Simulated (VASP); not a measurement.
## Bulk modulus of rock-salt alkali halides: LDA against PBE

VASP (plane waves, PAW); cells keep the symmetry of their structure type. Static lattice, from a third-order Birch-Murnaghan fit over five volumes at each level.

Here x stands for PBE B0 and y for LDA B0.

```csv
solid,PBE B0 (GPa),LDA B0 (GPa),cut-off (eV)
KI,10.6,16.0,520
RbBr,11.8,18.4,520
KBr,13.4,20.2,520
RbCl,14.2,21.8,520
KCl,16.2,24.2,520
LiBr,25.8,33.3,520
KF,28.9,43.4,520
LiCl,31.8,40.8,520
NaF,45.0,?,520
```

Task: Fit y against x with a straight line, and predict the withheld value at x = 45.0.

Result: With u = x - 19, the rows have u = -8.400, -7.200, -5.600, -4.800, -2.800, 6.800, 9.900, 12.800. Means: u 0.087500, y 27.26. About the means, the sum of products is 606.86 and the sum of squares of u is 492.67; the slope is their ratio. Least squares gives y = 27.15 + 1.2318·u. Residuals (row less fit): -0.80, 0.12, -0.05, 0.56, 0.50, -2.23, 4.06, -2.12; standard error 2.13 (degrees of freedom: 6). The slope is 1.23 with a standard error of 0.096. At the withheld row, u = 26.000, so y = 27.15 + 1.2318 × 26.000 = 59.18 GPa. The calculation gives 61.5 GPa, 2.32 GPa above the prediction (5.1 % of the range of y in the table). The row lies outside the fitted rows, so this is an extrapolation. From the scatter of the fitted rows alone, a prediction at this place has a standard error of 3.35 GPa, so the miss is 0.7 times that.

The rows are a random draw from the solids of this series computed here; series whose standard error about the line passes 12 to 30 % of the range of y, or with no trend, aren't shown in this form.
